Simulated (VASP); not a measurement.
VASP ran on this input.

**POSCAR**
```
Rh
1
    0.0000000000     1.9151671844     1.9151671844
    1.9151671844     0.0000000000     1.9151671844
    1.9151671844     1.9151671844    -0.0000000000
Rh
1
Direct
  0.0000000000   0.0000000000   0.0000000000
```

**KPOINTS**
```
Automatic mesh
0
G
15 15 15
```

**INCAR**
```
SYSTEM = Rh
PREC = Accurate
ENCUT = 480
EDIFF = 1E-6
NELM = 100
ALGO = Normal
LREAL = .FALSE.
LASPH = .TRUE.
ISMEAR = 1
SIGMA = 0.1
GGA = PE
LMAXMIX = 4
LWAVE = .FALSE.
LCHARG = .FALSE.
IBRION = 2
ISIF = 3
NSW = 60
EDIFFG = -0.01
```

POTCAR, in this order: Rh_pv (PBE.64 set). Program: vasp_std.

Q: Translate this PBE calculation to Quantum ESPRESSO's pw.x.

A: One equivalent input (not run):
```
&CONTROL
  calculation = 'vc-relax'
  pseudo_dir = './pseudo'
  outdir = './out'
  tprnfor = .true.
  tstress = .true.
  nstep = 60
  forc_conv_thr = 0.00039
/
&SYSTEM
  ibrav = 0
  nat = 1
  ntyp = 1
  ecutwfc = 88
  occupations = 'smearing'
  smearing = 'methfessel-paxton'
  degauss = 0.00735
  input_dft = 'pbe'
/
&ELECTRONS
  conv_thr = 7.3e-08
  electron_maxstep = 100
/
&IONS
/
&CELL
/
ATOMIC_SPECIES
  Rh 102.906 Rh.upf
CELL_PARAMETERS angstrom
     0.0000000    1.9151672    1.9151672
     1.9151672    0.0000000    1.9151672
     1.9151672    1.9151672   -0.0000000
ATOMIC_POSITIONS crystal
  Rh   0.0000000  0.0000000  0.0000000
K_POINTS automatic
  15 15 15 0 0 0
```
What does not carry over: the potentials are each code's own (VASP's PAW set, PseudoDojo norm-conserving files in pw.x), so ENCUT and ecutwfc are chosen apart and not converted; conv_thr bounds pw.x's estimated SCF error, while EDIFF bounds the energy change between steps; forc_conv_thr acts on force components and is met together with etot_conv_thr.

The compound is Rh in the fcc structure. This run relaxes it. Symmetry was kept, so distortions that lower it aren't found. The start is the result of an earlier pass.
